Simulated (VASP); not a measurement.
Input of a VASP 6.6.1 run:

INCAR

```
  ALGO = Normal
  EDIFF = 1E-6
  ENCUT = 520
  GGA = PE
  ISIF = 2
  ISMEAR = -1
  LASPH = T
  LCHARG = F
  LREAL = Auto
  LWAVE = F
  NBANDS = 47
  NELM = 60
  PREC = Accurate
  SIGMA = 0.02
```

File KPOINTS:

```
k-points
0
Gamma
  1 1 1
```

POSCAR

```
H14CO7
1.0
    6.2230840000      0.0000000000      0.0000000000
    0.0000000000      6.2230840000      0.0000000000
    0.0000000000      0.0000000000      6.2230840000
O H C
7 14 1
Direct
    0.5352812207      0.0825474957      0.5416767635
    0.2447018231      0.3538920574      0.8690707051
    0.9089544669      0.0915783878      0.8054366613
    0.4874432034      0.8506232601      0.0807316758
    0.9440496063      0.6917631194      0.1125808361
    0.5608151842      0.4298511799      0.1980368576
    0.2310751390      0.7209929996      0.5979189739
    0.4584222228     -0.0299851328      0.6129436787
    0.4880056255      0.2034521790      0.6210264878
    0.2639848667      0.4643999663      0.7616159448
    0.1283447243      0.2587463065      0.8245911513
    0.8706133486     -0.0051100065      0.9243326942
    0.8002141703      0.0693386109      0.6886456940
    0.4582454616      0.9235613725      0.2189910983
    0.3570094828      0.9100632420      0.0067008576
    0.8126838719      0.6195481212      0.1618329433
    0.9956799555      0.5781859927      0.0083077779
    0.5176854434      0.5678213567      0.1438354359
    0.4627930460      0.3271368344      0.1454102178
    0.0921247407      0.9299087076      0.3869142695
   -0.0809405754      0.7403563892      0.5340278229
    0.0814708591      0.8105627371      0.5115148695
```

Potentials or basis: VASP PAW PBE potentials, release 64 (O, H, C).

Run with:

```console
$ cat potpaw_PBE.64/O/POTCAR potpaw_PBE.64/H/POTCAR potpaw_PBE.64/C/POTCAR > POTCAR
$ mpirun -np 1 vasp_gam > vasp.out
```

(1) Predict the pressure.

(2) Predict the band gap on the k mesh.

Answers

(1) 1.5 GPa.

(2) 3.95 eV, direct.

Caveat: the standard files for N, O and F lose accuracy on very short bonds.
